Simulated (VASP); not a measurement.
A convergence study with VASP on Nb3Sn (space group no. 223 when undisturbed): a few settings are varied, all else stays as given below, so the limit is that of these other settings. One atom is moved off its site, so that forces are finite.

```
CELL_PARAMETERS angstrom
      5.30587     0.00000     0.00000
      0.00000     5.30587     0.00000
      0.00000     0.00000     5.30587
ATOMIC_POSITIONS crystal
  Nb 0.25942 0.00000 0.50000
  Nb 0.50000 0.25000 0.00000
  Nb 0.50000 0.75000 0.00000
  Nb 0.75000 0.00000 0.50000
  Nb 0.00000 0.50000 0.75000
  Nb 0.00000 0.50000 0.25000
  Sn 0.50000 0.50000 0.50000
  Sn 0.00000 0.00000 0.00000
```

Calculation: PBE GGA, VASP's PBE PAW potentials (set 64) (plane waves; VASP). The last row used: 300 eV cut-off, 10×10×10 Γ-centred mesh, Gaussian smearing of 0.020 eV, potentials Nb_sv Sn_d.

```
setting       E (eV/atom)  pressure (GPa)  largest force (eV/Å)  irreducible k-points
------------  -----------  --------------  --------------------  --------------------
SIGMA = 1.0       -8.8180            1.92                 0.575                   216
SIGMA = 0.5       -8.7998            0.70                 0.510                   216
SIGMA = 0.3       -8.7920            0.45                 0.433                   216
SIGMA = 0.2       -8.7887            0.36                 0.366                   216
SIGMA = 0.1       -8.7864            0.29                 0.254                   216
SIGMA = 0.05      -8.7860            0.27                 0.180                   216
SIGMA = 0.02      -8.7859            0.25                 0.153                   216
```

Left out are rungs that failed or repeat a setting and relaxations that didn't move; long series are thinned to 24 rows.

The structure is a typed Nb3Sn crystal (space group no. 223). The cell was not relaxed at this level, it is distorted from the ideal structure.
